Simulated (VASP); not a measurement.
Given:

```yaml
crystal:
  lattice:
    - [3.45382, 0.00000, 0.00000]
    - [-1.72691, 2.99110, 0.00000]
    - [0.00000, 0.00000, 6.27465]
  atoms:
    - { symbol: Y, position: [0.00000, 0.00000, 0.00000] }
    - { symbol: Y, position: [0.00000, 0.00000, 0.50000] }
    - { symbol: C, position: [0.33333, 0.66667, 0.25000] }
    - { symbol: C, position: [0.66667, 0.33333, 0.75000] }
```

The numbers are results of PBEsol GGA, VASP's PBE PAW potentials (set 64) (plane waves; VASP), not measurements. Run with 520 eV cut-off, Gaussian smearing of 0.050 eV, potentials Y_sv C.

Problem. Give the energies of bands 11 to 18 at the high-symmetry points, in eV from the Fermi level.

Solution. 
```json
[
 {"band": "11", "Γ": "-3.40", "M": "-3.55", "K": "-2.26", "A": "-1.64", "L": "-2.52", "H": "-2.25"},
 {"band": "12", "Γ": "-0.87", "M": "-2.04", "K": "-2.24", "A": "-1.64", "L": "-2.52", "H": "-2.25"},
 {"band": "13", "Γ": "-0.87", "M": "-1.20", "K": "-2.24", "A": "-0.03", "L": "-0.75", "H": "-0.99"},
 {"band": "14", "Γ": "0.54", "M": "-0.82", "K": "-0.92", "A": "-0.03", "L": "-0.75", "H": "-0.99"},
 {"band": "15", "Γ": "1.09", "M": "0.16", "K": "-0.92", "A": "-0.03", "L": "-0.31", "H": "-0.84"},
 {"band": "16", "Γ": "1.51", "M": "0.68", "K": "0.56", "A": "-0.03", "L": "-0.31", "H": "-0.84"},
 {"band": "17", "Γ": "1.51", "M": "0.88", "K": "4.10", "A": "3.57", "L": "2.32", "H": "3.46"},
 {"band": "18", "Γ": "3.56", "M": "3.02", "K": "4.46", "A": "3.57", "L": "2.32", "H": "3.46"}
]
```

It has no gap at this level: it comes out as a metal or semimetal.

The structure was generated: YC was put into the NiAs type type (P6_3/mmc), which need not be its known phase. It was relaxed first, which changed the volume by -29 %.
